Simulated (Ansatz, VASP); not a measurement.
# Cross-check of SnPb2 between VASP and Ansatz, part 2 of 2

Wanted: the spread between two codes on one cell, functional and k mesh. The cell is generated by rule, not measured, and may not be a known phase. The cell is taken from a series of runs on this material, whose earlier steps may have relaxed, scaled, displaced or heated it; both programs get it as it stands.

VASP 6.6.1 and Ansatz 0.2.0.

So far: Starting point; Ansatz: relaxation of cell and atoms, PBEsol; VASP: relaxation of cell and atoms, PBEsol; Comparison.

### Step 5. VASP: zone-centre phonons, PBEsol

Level of this step: PBEsol; plane waves and PAW (Sn_d, Pb_d); invented cell (VASP).

Second derivatives magnify differences that forces hide, and they need a tight electronic threshold.

INCAR

```
SYSTEM = SnPb2
PREC = Accurate
ENCUT = 500
EDIFF = 1E-08
NELM = 120
ISMEAR = 1
SIGMA = 0.15
LREAL = .FALSE.
ALGO = Normal
GGA = PS
NBANDS = 27
LORBIT = 11
LWAVE = .FALSE.
LCHARG = .FALSE.
ISIF = 2
IBRION = 8
LASPH = .TRUE.
GGA_COMPAT = .FALSE.
KPAR = 2
```

POSCAR

```
SnPb2
1.0
    0.0000000000      3.6901472487      3.6901472487
    3.6901472487      0.0000000000      3.6901472487
    3.6901472487      3.6901472487      0.0000000000
Sn Pb
1 2
Direct
    0.0000000000      0.0000000000      0.0000000000
    0.2500000000      0.2500000000      0.2500000000
    0.7500000000      0.7500000000      0.7500000000
```

KPOINTS

```
Automatic mesh
0
Gamma
8 8 8
0 0 0
```

The projector-augmented-wave data sets are Sn_d and Pb_d (PBE family, release 64).

On the command line:

```bash
$ mpirun -np 2 vasp_std
```

Numbers of over 12 decimals in the logs are rounded to 6 here.

Log:

```text
[banner, memory and clock lines left out]
running    2 mpi-ranks, on    1 nodes
[...]
[... a notice as in an earlier step ...]

 LDA part: xc-table for (Slater+PW92), standard interpolation
 POSCAR, INCAR and KPOINTS ok, starting setup
[...]
entering main loop
       N       E                     dE             d eps       ncg     rms          rms(c)
DAV:   1     0.444404188601E+03    0.44440E+03   -0.20432E+04  1569   0.194E+03
DAV:   2     0.357547114435E+02   -0.40865E+03   -0.40352E+03  1566   0.496E+02
DAV:   3    -0.101160476196E+02   -0.45871E+02   -0.45153E+02  1924   0.190E+02
DAV:   4    -0.119580151926E+02   -0.18420E+01   -0.18394E+01  1803   0.438E+01
[...]
DAV:  15    -0.119412471802E+02   -0.16990E-07   -0.10372E-08   972   0.136E-03    0.664E-05
DAV:  16    -0.119412471997E+02   -0.19497E-07   -0.22887E-09   837   0.558E-04    0.592E-05
DAV:  17    -0.119412471963E+02    0.33697E-08   -0.94718E-10   834   0.362E-04
   1 F= -.11941247E+02 E0= -.11940549E+02  d E =-.209547E-02
[...]
RMM:  14    -0.223797440575E+00    0.13486E-07    0.49202E-08  5985   0.700E-05    0.908E-06
RMM:  15    -0.223797487895E+00   -0.47320E-07    0.32560E-08  5943   0.443E-05    0.167E-06
RMM:  16    -0.223797477947E+00    0.99476E-08    0.18013E-08  5548   0.299E-05    0.265E-06
 first order change of Fermi-energy   0.37738E-03
 force on displaced ion       1 direction 1 :  -3.326   0.000   0.000
 Linear response progress:
  Degree of freedom:   2/  2
       N       E                     dE             d eps       ncg     rms          rms(c)
RMM:   1    -0.337421358627E+00   -0.33742E+00   -0.20697E-01  7080   0.407E+00
RMM:   2    -0.339257733928E+00   -0.18364E-02   -0.17892E-02  8451   0.960E-01    0.287E-02
RMM:   3    -0.339384033184E+00   -0.12630E-03   -0.22444E-03  9589   0.327E-01    0.144E-02
RMM:   4    -0.339241678870E+00    0.14235E-03   -0.26883E-04  9042   0.126E-01    0.624E-03
[...]
RMM:  13    -0.339186371569E+00   -0.44741E-08    0.11388E-07  9092   0.105E-04    0.310E-06
RMM:  14    -0.339186336562E+00    0.35008E-07    0.71006E-08  9561   0.597E-05    0.578E-07
RMM:  15    -0.339186334292E+00    0.22702E-08    0.62947E-08  8443   0.380E-05    0.801E-07
 first order change of Fermi-energy  -0.78496E-04
 force on displaced ion       2 direction 1 :  -2.160   0.000   0.000
 Linear response finished
```

From OUTCAR (step 5):

```text
  Total       -0.0361191     -0.0361191     -0.0361191      0.0000000      0.0000000      0.0000000
  in kB       -0.5758201     -0.5758201     -0.5758201      0.0000000      0.0000000      0.0000000
  external PRESSURE =      -0.5758201 kB  Pullay stress =       0.0000000 kB

 POSITION                                       TOTAL-FORCE (eV/Angst)
 -----------------------------------------------------------------------------------
      0.00000      0.00000      0.00000         0.000000      0.000000      0.000000
      1.84507      1.84507      1.84507        -0.000000     -0.000000     -0.000000
      5.53522      5.53522      5.53522         0.000000      0.000000      0.000000
 -----------------------------------------------------------------------------------
    total drift:                               -0.000000     -0.000000      0.000000

[... 1 part as in an earlier step ...]

[... 1 further part left out ...]
```

### Step 6. Ansatz: zone-centre phonons, PBEsol

The same cell, functional, mesh and smearing now go to Ansatz, which takes its cutoff from its data sets.

The cell is taken from a series of runs on this material, whose earlier steps may have relaxed, scaled, displaced or heated it; both programs get it as it stands.

input.yaml

```yaml
crystal:
  lattice:
    - [0.0, 3.6901472487, 3.6901472487]
    - [3.6901472487, 0.0, 3.6901472487]
    - [3.6901472487, 3.6901472487, 0.0]
  atoms:
    - { symbol: Sn, position: [0.0, 0.0, 0.0] }
    - { symbol: Pb, position: [0.25, 0.25, 0.25] }
    - { symbol: Pb, position: [0.75, 0.75, 0.75] }
kpoints:
  mp_grid: { grid: [8, 8, 8] }
hamiltonian:
  xc: pbesol
scf:
  occupations: { method: methfessel_paxton, width: 0.15 }
output:
  eigenvalues: true
phonons:
  method: dfpt
```

On the command line:

```bash
$ ansatz run input.yaml --threads 4 --pin off --max-ram 7168MiB --backend cpu --events-out ev --progress --plain --runs-dir out
```

Log:

```text
zone centre: on kpoints.mp_grid the ground state, and the responses unless they are solved on pairs of k-points, stand on 59 of the mesh's 512 k-points, reduced under 8 symmetry operations, with k and −k counted as one. Each operation leaves every solved displacement unchanged or reverses it
[...]
Crystal: 3 atoms, lattice volume = 100.499 Å³
[...]
k mesh reduced under 8 symmetry operations, with k and −k counted as one. Each operation leaves every solved displacement unchanged or reverses it
  ASR residual: 1.103e-4 → 0.000e0 eV/Å²; symmetrization residual: 1.777e-5 eV/Å²
  ASR residual per site (eV/Å²): 1.10e-4 1.07e-5 1.07e-5
  Γ frequencies (cm⁻¹): 0.00 0.00 0.00 58.90 58.90 58.90 98.55 98.55 98.55
  non-analytic LO–TO correction: not included (Born effective charges unavailable; polar crystals: no LO–TO splitting at Γ)
[key lines of the parts left out:]
SCF converged after 9 iterations
Free energy (F): -29459.351746 eV
Fermi energy:    8.857461 eV
```

### Step 7. Comparison

The two programs side by side:

| quantity | Ansatz | VASP | difference |
| --- | --- | --- | --- |
| optical mode 1 to 3 (cm⁻¹) | 58.9 | 59.1 | -0.42 % |
| optical mode 4 to 6 (cm⁻¹) | 98.5 | 98.9 | -0.40 % |

Modes are paired by rising frequency, not by their patterns, so a pair may set unlike modes beside each other; they are those without the splitting of longitudinal modes.

### Step 8. What came out

| Quantity | Value |
| --- | --- |
| difference in volume (relaxation of cell and atoms, PBEsol) | 0.17 % |
| r.m.s. difference of the optical zone-centre modes, each program's sorted by frequency (zone-centre phonons, PBEsol) | 0.33 cm⁻¹ |

**Reading.** The difference in volume is 0.17 % (relaxation of cell and atoms, PBEsol), within the 1.2 % picked in this series as the mark of a large difference, as far as the stopping tolerances let one tell. 1 further run of this series is not shown here. Such differences can come from data sets, numerical settings and the points named under the comparisons, not from the functional's error against experiment.

[Lines on the potential files, build, host, timing and source positions are cut from VASP's logs without a mark.]

[Logs are printed without paths, hosts, clocks, repeated set-up lines and the standing remarks that a program may print on its own settings, such as how far it seeks lower states.]

[Hosts, paths, dates, database ids (printed as entryN), source tags and the programs' standing remarks are cut or masked in the printed files.]
